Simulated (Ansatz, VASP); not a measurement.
# HgTe (Coloradoite) in two plane-wave programs, part 2 of 2

One calculation is typed for both programs; each brings its own data sets. How far apart do they land? Of the first pair: The cell is taken from a series of runs on this material, whose earlier steps may have relaxed, scaled, displaced or heated it; both programs get it as it stands.

VASP 6.6.1 and Ansatz 0.2.0.

So far: Starting point; VASP: relaxation of cell and atoms, RPBE, pair 1; Ansatz: relaxation of cell and atoms, RPBE, pair 1; Differences.

## 5. VASP: relaxation of cell and atoms, RPBE, pair 2

Level of this step: RPBE; plane waves and PAW (Hg, Te) (VASP).

The relaxed volume is the usual yardstick between codes: in a stiff, nearly cubic crystal its relative difference is about their pressure difference at one cell divided by the bulk modulus. Its start cell is another than that of the pair before, and may be another structure of the material.

INCAR reads:

```
SYSTEM = HgTe
PREC = Accurate
ENCUT = 500
EDIFF = 1E-07
NELM = 120
ISMEAR = 0
SIGMA = 0.1
LREAL = .FALSE.
ALGO = Normal
GGA = RP
NBANDS = 15
LORBIT = 11
LWAVE = .FALSE.
LCHARG = .FALSE.
ISIF = 3
IBRION = 2
NSW = 80
EDIFFG = -0.005
LASPH = .TRUE.
GGA_COMPAT = .FALSE.
NELMIN = 4
KPAR = 2
```

POSCAR reads:

```
HgTe
1.0
    0.0000000000      3.3803213146      3.3803213146
    3.3803213146      0.0000000000      3.3803213146
    3.3803213146      3.3803213146      0.0000000000
Hg Te
1 1
Direct
    0.0000000000      0.0000000000      0.0000000000
    0.2500000000      0.2500000000      0.2500000000
```

KPOINTS reads:

```
Automatic mesh
0
Gamma
14 14 14
0 0 0
```

PAW data sets: Hg and Te (PBE family, release 64).

Command:

```console
$ mpirun -np 2 vasp_std
```

Numbers of over 12 decimals in the logs are rounded to 6 here.

What it wrote:

```text
[banner, memory and clock lines left out]
running    2 mpi-ranks, on    1 nodes
[...]
[... a notice as in an earlier step ...]

 LDA part: xc-table for (Slater+PW92), standard interpolation
 POSCAR, INCAR and KPOINTS ok, starting setup
[...]
entering main loop
       N       E                     dE             d eps       ncg     rms          rms(c)
DAV:   1     0.103147050005E+03    0.10315E+03   -0.77394E+03  3128   0.988E+02
DAV:   2     0.780228233645E+00   -0.10237E+03   -0.96564E+02  3547   0.232E+02
DAV:   3    -0.310514722290E+01   -0.38854E+01   -0.38726E+01  3778   0.466E+01
DAV:   4    -0.314597981713E+01   -0.40833E-01   -0.40829E-01  4687   0.428E+00
[...]
DAV:  13    -0.297088047564E+01   -0.28893E-06   -0.16146E-06  3365   0.780E-03    0.549E-03
DAV:  14    -0.297088073594E+01   -0.26030E-06   -0.42633E-07  3491   0.526E-03    0.477E-03
DAV:  15    -0.297088080228E+01   -0.66336E-07   -0.36044E-08  2960   0.177E-03
   1 F= -.29708808E+01 E0= -.29708194E+01  d E =-.297088E+01
[...]
N       E                     dE             d eps       ncg     rms          rms(c)
DAV:   1    -0.297102550280E+01   -0.14477E-03   -0.27513E-03  3316   0.558E-01    0.909E-02
DAV:   2    -0.297090142513E+01    0.12408E-03   -0.28744E-04  3246   0.221E-01    0.284E-02
DAV:   3    -0.297088833958E+01    0.13086E-04   -0.32084E-05  3435   0.498E-02    0.277E-02
DAV:   4    -0.297088754209E+01    0.79749E-06   -0.39655E-06  3365   0.130E-02    0.481E-03
DAV:   5    -0.297088771899E+01   -0.17690E-06   -0.58497E-07  3533   0.821E-03    0.386E-03
DAV:   6    -0.297088786734E+01   -0.14835E-06   -0.11570E-07  2533   0.331E-03    0.115E-03
DAV:   7    -0.297088784971E+01    0.17627E-07   -0.36259E-08  1644   0.199E-03
   2 F= -.29708878E+01 E0= -.29708266E+01  d E =-.704744E-05
 trial-energy change:   -0.000007  1 .order   -0.000006   -0.000012    0.000000
 step:   0.9874(harm=  0.9810)  dis= 0.00000  next Energy=    -2.970888 (dE=-0.705E-05)
 reached required accuracy - stopping structural energy minimisation
```

OUTCAR, selected parts (step 5):

```text
  Total        0.0002513      0.0002513      0.0002513      0.0000000      0.0000000     -0.0000000
  in kB        0.0052168      0.0052168      0.0052168      0.0000000      0.0000000     -0.0000000
  external PRESSURE =       0.0052168 kB  Pullay stress =       0.0000000 kB

 POSITION                                       TOTAL-FORCE (eV/Angst)
 -----------------------------------------------------------------------------------
      6.75853      6.75853      6.75853        -0.000000      0.000000      0.000000
      1.68963      1.68963      1.68963         0.000000     -0.000000     -0.000000
 -----------------------------------------------------------------------------------
    total drift:                               -0.000000     -0.000000      0.000000

  FREE ENERGIE OF THE ION-ELECTRON SYSTEM (eV)
  ---------------------------------------------------
  free  energy   TOTEN  =        -2.9708878497 eV

  energy  without entropy=       -2.9707653767  energy(sigma->0) =       -2.97082661

[... 2 parts as in an earlier step ...]

[... 2 further parts left out ...]
[key lines of the parts left out:]
E-fermi :   1.9955
```

## 6. Ansatz: relaxation of cell and atoms, RPBE, pair 2

Its own start cell and the same functional, mesh and smearing now go to Ansatz, which takes its cutoff from its data sets.

The two relaxations start from unlike cells of this crystal, so only their ends are compared.

input.yaml reads:

```yaml
crystal:
  lattice:
    - [0.0, 3.2145, 3.2145]
    - [3.2145, 0.0, 3.2145]
    - [3.2145, 3.2145, 0.0]
  atoms:
    - { symbol: Hg, position: [0.0, 0.0, 0.0] }
    - { symbol: Te, position: [0.25, 0.25, 0.25] }
kpoints:
  mp_grid: { grid: [14, 14, 14] }
hamiltonian:
  xc: rpbe
scf:
  occupations: { method: gaussian, width: 0.1 }
output:
  forces: true
  stress: true
  eigenvalues: true
relax:
  adjacent_minimum: "off"
  f_tol: 0.005
  max_steps: 80
  cell: { stress_tol: 0.05 }
```

Command:

```console
$ ansatz run input.yaml --threads 8 --pin off --max-ram 14336MiB --backend cpu --events-out ev --progress --plain --runs-dir out
```

What it wrote:

```text
[...]
Crystal: 2 atoms, lattice volume = 66.431 Å³
Basis set: ecut = 420 eV, 1291 PW (Γ), exchange–correlation on 64×64×64 points (8 copies of the dense FFT grid, shifted against one another)
Bands: 22, of which v1, the nominal top of the filled ones, is band 18 counted from 1 (17 counted from 0)
Symmetry: 24 space group operations
[...]
k-point 103: bands = [... 14 lower, 1.0036, 2.1396, 4.8974, 4.9090, 9.6301, 11.4472, 12.5719, 13.4455]
--- Relaxed structure (3 steps of the walk, 3 accepted, 1 SCFs on fresh bases) ---
[...]
cell:  # Å, volume = 76.9902 Å³
    - [0, 3.376513, 3.376513]
    - [3.376513, 0, 3.376513]
    - [3.376513, 3.376513, 0]
  atoms:
    - { symbol: Hg, position: [0, 0, 0] }
    - { symbol: Te, position: [0.25, 0.25, 0.25] }
[key lines of the parts left out:]
SCF converged after 7 iterations
Free energy (F): -20817.297376 eV
Fermi energy:    6.969570 eV
P = ⅓ Tr σ = 0.0416 GPa (0.416 kbar)
```

## 7. Comparison

What differs besides the data sets and the points named for the pairs above, as far as they apply: the data sets hold 36 valence electrons in Ansatz (on its default PAW (the set named soft_2) files) and 18 in VASP. Total energies have different zeros and are not compared.

The two programs side by side:

```tsv
quantity	Ansatz	VASP	difference
volume (Å³)	76.99	77.18	-0.24 %
edge a after relaxation, in the typed setting (Å)	4.775	4.779	-0.08 %
```

## 8. Ansatz: zone-centre phonons, RPBE

Second derivatives magnify differences that forces hide, and they need a tight electronic threshold.

The cell is taken from a series of runs on this material, whose earlier steps may have relaxed, scaled, displaced or heated it; both programs get it as it stands.

input.yaml reads:

```yaml
crystal:
  lattice:
    - [0.0, 3.378072884, 3.378072884]
    - [3.378072884, 0.0, 3.378072884]
    - [3.378072884, 3.378072884, 0.0]
  atoms:
    - { symbol: Hg, position: [0.0, 0.0, 0.0] }
    - { symbol: Te, position: [0.25, 0.25, 0.25] }
kpoints:
  mp_grid: { grid: [14, 14, 14] }
hamiltonian:
  xc: rpbe
scf:
  occupations: { method: methfessel_paxton, width: 0.2 }
output:
  eigenvalues: true
phonons:
  method: dfpt
```

What it wrote:

```text
zone centre: on kpoints.mp_grid the ground state, and the responses unless they are solved on pairs of k-points, stand on 244 of the mesh's 2744 k-points, reduced under 8 symmetry operations, with k and −k counted as one. Each operation leaves every solved displacement unchanged or reverses it
[...]
Crystal: 2 atoms, lattice volume = 77.097 Å³
[...]
k mesh reduced under 8 symmetry operations, with k and −k counted as one. Each operation leaves every solved displacement unchanged or reverses it
  ASR residual: 6.227e-5 → 0.000e0 eV/Å²; symmetrization residual: 6.994e-5 eV/Å²
  ASR residual per site (eV/Å²): 6.23e-5 4.99e-5
  Γ frequencies (cm⁻¹): 0.00 0.00 0.00 85.89 85.89 85.89
  non-analytic LO–TO correction: not included (Born effective charges unavailable; polar crystals: no LO–TO splitting at Γ)
[key lines of the parts left out:]
SCF converged after 9 iterations
Free energy (F): -20817.296906 eV
Fermi energy:    6.901650 eV
```

## 9. VASP: zone-centre phonons, RPBE

The same cell, functional, mesh and smearing now go to VASP, with its own data sets.

INCAR reads:

```
SYSTEM = HgTe
PREC = Accurate
ENCUT = 500
EDIFF = 1E-08
NELM = 120
ISMEAR = 1
SIGMA = 0.2
LREAL = .FALSE.
ALGO = Normal
GGA = RP
NBANDS = 15
LORBIT = 11
LWAVE = .FALSE.
LCHARG = .FALSE.
ISIF = 2
IBRION = 8
LASPH = .TRUE.
GGA_COMPAT = .FALSE.
KPAR = 2
```

POSCAR reads:

```
HgTe
1.0
    0.0000000000      3.3780728840      3.3780728840
    3.3780728840      0.0000000000      3.3780728840
    3.3780728840      3.3780728840      0.0000000000
Hg Te
1 1
Direct
    0.0000000000      0.0000000000      0.0000000000
    0.2500000000      0.2500000000      0.2500000000
```

KPOINTS is that of step 5.

Command:

```console
$ mpirun -np 2 vasp_std
```

What it wrote:

```text
[... set-up lines as in an earlier step ...]
 entering main loop
       N       E                     dE             d eps       ncg     rms          rms(c)
DAV:   1     0.102454884156E+03    0.10245E+03   -0.77322E+03  3136   0.987E+02
DAV:   2     0.767592729683E+00   -0.10169E+03   -0.95622E+02  3547   0.230E+02
DAV:   3    -0.310550204279E+01   -0.38731E+01   -0.38628E+01  3813   0.467E+01
DAV:   4    -0.314554088867E+01   -0.40039E-01   -0.40036E-01  4729   0.423E+00
[...]
DAV:  16    -0.297037123248E+01   -0.96229E-07   -0.16168E-08  3320   0.832E-04    0.319E-04
DAV:  17    -0.297037121446E+01    0.18019E-07   -0.72438E-10  2337   0.201E-04    0.498E-05
DAV:  18    -0.297037121920E+01   -0.47410E-08   -0.13083E-10  1805   0.980E-05
   1 F= -.29703712E+01 E0= -.29707756E+01  d E =0.121301E-02
 Linear response reoptimize wavefunctions to high precision
DAV:   1    -0.297037121896E+01    0.24056E-09   -0.18793E-11  2239   0.430E-05
DAV:   2    -0.297037121897E+01   -0.84128E-11   -0.35458E-12  1735   0.147E-05
 Linear response DOF=           2
 Linear response progress:
[...]
RMM:  11    -0.380634085550E+00   -0.32652E-07    0.11982E-10 21311   0.329E-05    0.465E-06
RMM:  12    -0.380634120051E+00   -0.34501E-07    0.50929E-10 22647   0.899E-06    0.152E-06
RMM:  13    -0.380634117626E+00    0.24252E-08    0.64316E-10 19089   0.462E-06    0.502E-07
 first order change of Fermi-energy  -0.76738E-04
 force on displaced ion       1 direction 1 :  -2.149   0.000   0.000
 Linear response progress:
  Degree of freedom:   2/  2
       N       E                     dE             d eps       ncg     rms          rms(c)
RMM:   1    -0.477962660982E-01   -0.47796E-01    0.63973E-02 31246   0.955E-01
RMM:   2    -0.483667753886E-01   -0.57051E-03   -0.17382E-03 19992   0.250E-01    0.103E-01
RMM:   3    -0.484505692207E-01   -0.83794E-04   -0.10587E-04 20730   0.628E-02    0.654E-02
RMM:   4    -0.486502200938E-01   -0.19965E-03   -0.33336E-05 20611   0.397E-02    0.922E-03
[...]
RMM:  10    -0.487084101775E-01   -0.44478E-07    0.22483E-10 21662   0.850E-05    0.126E-05
RMM:  11    -0.487084605741E-01   -0.50397E-07    0.16245E-09 21520   0.337E-05    0.351E-06
RMM:  12    -0.487084547867E-01    0.57875E-08    0.23393E-09 22428   0.800E-06    0.351E-06
 first order change of Fermi-energy   0.23332E-03
 force on displaced ion       2 direction 1 :  -2.155  -0.000  -0.000
 Linear response finished
```

Parts of OUTCAR (step 9):

```text
  Total        0.0125832      0.0125832      0.0125832     -0.0000000      0.0000000      0.0000000
  in kB        0.2614964      0.2614964      0.2614964     -0.0000000      0.0000000      0.0000000
  external PRESSURE =       0.2614964 kB  Pullay stress =       0.0000000 kB

 POSITION                                       TOTAL-FORCE (eV/Angst)
 -----------------------------------------------------------------------------------
      0.00000      0.00000      0.00000        -0.000000     -0.000000     -0.000000
      1.68904      1.68904      1.68904         0.000000      0.000000      0.000000
 -----------------------------------------------------------------------------------
    total drift:                               -0.000000     -0.000000      0.000000

[... 1 part as in an earlier step ...]

[... 1 further part left out ...]
```

## 10. Side by side

What differs besides the data sets and the points named for the pairs above, as far as they apply: the data sets hold 36 valence electrons in Ansatz (on its default PAW (the set named soft_2) files) and 18 in VASP. Total energies have different zeros and are not compared.

Both answers:

```tsv
quantity	Ansatz	VASP	difference
optical mode 1 to 3 (cm⁻¹)	85.9	86.6	-0.86 %
```

Modes are paired by rising frequency, not by their patterns, so a pair may set unlike modes beside each other; they are those without the splitting of longitudinal modes.

## 11. Results

```json
{"difference in volume (relaxation of cell and atoms, RPBE, pair 1)": "-0.24 %", "difference in volume (relaxation of cell and atoms, RPBE, pair 2)": "-0.24 %", "r.m.s. difference of the optical zone-centre modes, each program's sorted by frequency (zone-centre phonons, RPBE)": "0.74 cm⁻¹", "difference in optical mode 1 to 3 (zone-centre phonons, RPBE)": "-0.9 %"}
```

In words: The difference in volume is -0.24 % (relaxation of cell and atoms, RPBE, pair 2), within the 1.2 % picked in this series as the mark of a large difference, as far as the stopping tolerances let one tell. The data sets hold unlike numbers of valence electrons (36 in Ansatz and 18 in VASP), so part of the differences comes from the potentials. Among the rows given in per cent, the largest difference of the zone-centre phonons, RPBE pair is in optical mode 1 to 3, -0.9 %. Such differences can come from data sets, numerical settings and the points named under the comparisons, not from the functional's error against experiment.

[Lines on the potential files, build, host, timing and source positions are cut from VASP's logs without a mark.]

[Logs are printed without paths, hosts, clocks, repeated set-up lines and the standing remarks that a program may print on its own settings, such as how far it seeks lower states.]

[Hosts, paths, dates, database ids (printed as entryN), source tags and the programs' standing remarks are cut or masked in the printed files.]
